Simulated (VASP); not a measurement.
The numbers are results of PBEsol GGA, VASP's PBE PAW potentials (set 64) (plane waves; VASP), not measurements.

VASP input:

KPOINTS:
```
kpoints
0
gamma
 5 5 5
0 0 0
```

**INCAR**
```
ENCUT = 520   ! plane-wave cut-off (eV)
IBRION = 2
SYSTEM = BaTiO3
NELM = 100   ! most electronic steps
LCHARG = F
EDIFF = 1E-6   ! SCF stop (eV)
LASPH = T   ! aspherical one-centre terms
SIGMA = 0.05
EDIFFG = -0.02
ALGO = Normal   ! blocked Davidson
PREC = Accurate
LMAXMIX = 4   ! l cut-off of mixed one-centre charges
NSW = 60   ! most ionic steps
ISIF = 3
ISMEAR = 0   ! Gaussian
GGA = PS   ! PBEsol
LWAVE = F
LREAL = F
```

**POSCAR**
```
BaTiO3
1
    2.8307221757     1.6343181988     2.3177816414
   -2.8307221757     1.6343181988     2.3177816414
    0.0000000000    -3.2686363977     2.3177816414
Ba Ti O
1 1 3
Direct
  0.9991701066   0.9991701066   0.9991701066
  0.4859289661   0.4859289661   0.4859289661
  0.5108716771   0.5108716771   0.0174575732
  0.0174575732   0.5108716771   0.5108716771
  0.5108716771   0.0174575732   0.5108716771
```

POTCAR, in this order: Ba_sv Ti_sv O (PBE.64 set). Program: vasp_std.

The run wrote:

OSZICAR:
```
       N       E                     dE             d eps       ncg     rms          rms(c)
DAV:   1     0.462178919871E+03    0.46218E+03   -0.21558E+04   912   0.182E+03
DAV:   2    -0.223979538995E+01   -0.46442E+03   -0.45796E+03  1136   0.494E+02
DAV:   3    -0.497431341338E+02   -0.47503E+02   -0.47181E+02  1304   0.151E+02
DAV:   4    -0.519272599331E+02   -0.21841E+01   -0.21830E+01  1344   0.292E+01
DAV:   5    -0.519858325021E+02   -0.58573E-01   -0.58570E-01  1232   0.391E+00    0.240E+01
DAV:   6    -0.422068501190E+02    0.97790E+01   -0.70181E+01  1480   0.780E+01    0.103E+01
DAV:   7    -0.421737530843E+02    0.33097E-01   -0.11763E+01  1208   0.256E+01    0.705E+00
DAV:   8    -0.420071456500E+02    0.16661E+00   -0.13060E+00  1208   0.114E+01    0.243E+00
DAV:   9    -0.420192292705E+02   -0.12084E-01   -0.19769E-01  1144   0.318E+00    0.105E+00
DAV:  10    -0.420106314261E+02    0.85978E-02   -0.84628E-02  1256   0.273E+00    0.462E-01
DAV:  11    -0.420087503865E+02    0.18810E-02   -0.17658E-02  1320   0.975E-01    0.124E-01
DAV:  12    -0.420086030765E+02    0.14731E-03   -0.32385E-03  1160   0.543E-01    0.710E-02
DAV:  13    -0.420085588793E+02    0.44197E-04   -0.20111E-04  1248   0.107E-01    0.236E-02
DAV:  14    -0.420085559617E+02    0.29176E-05   -0.25062E-05  1224   0.284E-02    0.161E-02
DAV:  15    -0.420085557534E+02    0.20829E-06   -0.11064E-06   632   0.812E-03
   1 F= -.42008556E+02 E0= -.42008556E+02  d E =-.420086E+02
       N       E                     dE             d eps       ncg     rms          rms(c)
DAV:   1    -0.420088671032E+02   -0.31114E-03   -0.99635E-02  1056   0.367E+00    0.155E-01
DAV:   2    -0.420089472286E+02   -0.80125E-04   -0.48679E-03   920   0.578E-01    0.810E-02
DAV:   3    -0.420088544051E+02    0.92824E-04   -0.47107E-04  1352   0.162E-01    0.211E-02
DAV:   4    -0.420088540570E+02    0.34811E-06   -0.55439E-05  1192   0.495E-02    0.142E-02
DAV:   5    -0.420088545735E+02   -0.51648E-06   -0.83068E-06  1272   0.264E-02
   2 F= -.42008855E+02 E0= -.42008855E+02  d E =-.298820E-03
       N       E                     dE             d eps       ncg     rms          rms(c)
DAV:   1    -0.420088605450E+02   -0.64880E-05   -0.64595E-03  1040   0.933E-01    0.382E-02
DAV:   2    -0.420088663854E+02   -0.58403E-05   -0.31073E-04   920   0.146E-01    0.203E-02
DAV:   3    -0.420088613423E+02    0.50430E-05   -0.32136E-05  1408   0.419E-02    0.605E-03
DAV:   4    -0.420088616066E+02   -0.26427E-06   -0.30443E-06   928   0.123E-02
   3 F= -.42008862E+02 E0= -.42008862E+02  d E =-.305853E-03
       N       E                     dE             d eps       ncg     rms          rms(c)
DAV:   1    -0.420088684938E+02   -0.71514E-05   -0.13198E-03  1040   0.420E-01    0.178E-02
DAV:   2    -0.420088699605E+02   -0.14667E-05   -0.64788E-05   920   0.662E-02    0.981E-03
DAV:   3    -0.420088688380E+02    0.11225E-05   -0.60225E-06  1304   0.200E-02    0.222E-03
DAV:   4    -0.420088687139E+02    0.12406E-06   -0.45027E-07   528   0.658E-03
   4 F= -.42008869E+02 E0= -.42008869E+02  d E =-.312961E-03
       N       E                     dE             d eps       ncg     rms          rms(c)
DAV:   1    -0.420088693728E+02   -0.53485E-06   -0.44200E-04  1024   0.244E-01    0.103E-02
DAV:   2    -0.420088697530E+02   -0.38011E-06   -0.21431E-05   920   0.382E-02    0.548E-03
DAV:   3    -0.420088693049E+02    0.44806E-06   -0.18454E-06   792   0.117E-02
   5 F= -.42008869E+02 E0= -.42008869E+02  d E =-.313552E-03
       N       E                     dE             d eps       ncg     rms          rms(c)
DAV:   1    -0.420090666479E+02   -0.19689E-03   -0.25409E-02  1104   0.240E+00    0.156E-01
DAV:   2    -0.420089388286E+02    0.12782E-03   -0.25033E-03   968   0.411E-01    0.680E-02
DAV:   3    -0.420088967074E+02    0.42121E-04   -0.45456E-04  1264   0.141E-01    0.155E-02
DAV:   4    -0.420088978847E+02   -0.11773E-05   -0.63708E-05  1136   0.455E-02    0.124E-02
DAV:   5    -0.420088987422E+02   -0.85751E-06   -0.52847E-06  1232   0.194E-02
   6 F= -.42008899E+02 E0= -.42008899E+02  d E =-.294373E-04
```

OUTCAR:
```
------------------------ aborting loop because EDIFF is reached ----------------------------------------
  FORCE on cell =-STRESS in cart. coord.  units (eV):
  Direction    XX          YY          ZZ          XY          YZ          ZX
  --------------------------------------------------------------------------------------
  Total       -0.0030094     -0.0030094     -0.0369236     -0.0000000      0.0000000      0.0000000
  in kB       -0.0749288     -0.0749288     -0.9193298     -0.0000000      0.0000000      0.0000000
  external PRESSURE =      -0.3563958 kB  Pullay stress =       0.0000000 kB
  volume of cell :       64.35
      direct lattice vectors                 reciprocal lattice vectors
     2.829544208  1.633638099  2.320168067     0.176706905  0.102021780  0.143667753
    -2.829544208  1.633638099  2.320168067    -0.176706905  0.102021780  0.143667753
     0.000000000 -3.267276198  2.320168067     0.000000000 -0.204043560  0.143667753
 POSITION                                       TOTAL-FORCE (eV/Angst)
 -----------------------------------------------------------------------------------
      0.00000     -0.00000      6.95228         0.000000      0.000000     -0.002226
      0.00000     -0.00000      3.38656         0.000000      0.000000     -0.003400
      0.00000      1.60964      2.41052         0.000000     -0.001875      0.001875
     -1.39399     -0.80482      2.41052         0.001624      0.000937      0.001875
      1.39399     -0.80482      2.41052        -0.001624      0.000937      0.001875
 -----------------------------------------------------------------------------------
    total drift:                                0.000000     -0.000000      0.000893
  FREE ENERGIE OF THE ION-ELECTRON SYSTEM (eV)
  ---------------------------------------------------
  free  energy   TOTEN  =       -42.0088987422 eV

  energy  without entropy=      -42.0088987422  energy(sigma->0) =      -42.00889874

 reached required accuracy - stopping structural energy minimisation
```
(Selected blocks of OUTCAR.)

File CONTCAR:
```
BaTiO3
   1.00000000000000
     2.8295442084067495    1.6336380990802697    2.3201680674034968
    -2.8295442084067495    1.6336380990802697    2.3201680674034968
     0.0000000000000000   -3.2672761982606007    2.3201680674035696
  Ba              Ti              O
     1     1     3
Direct
     0.9988181570544746    0.9988181570544746    0.9988181570544746
     0.4865388848194812    0.4865388848194812    0.4865388848194812
     0.5105329836803000    0.5105329836803000    0.0178769908654354
     0.0178769908654362    0.5105329836802992    0.5105329836803000
     0.5105329836802992    0.0178769908654362    0.5105329836803000
```

The structure comes from a measured BaTiO3 entry (R3m) of the Crystallography Open Database, whose conditions weren't checked. This run relaxes it. Symmetry was kept, so distortions that lower it aren't found. The start is the result of an earlier pass.
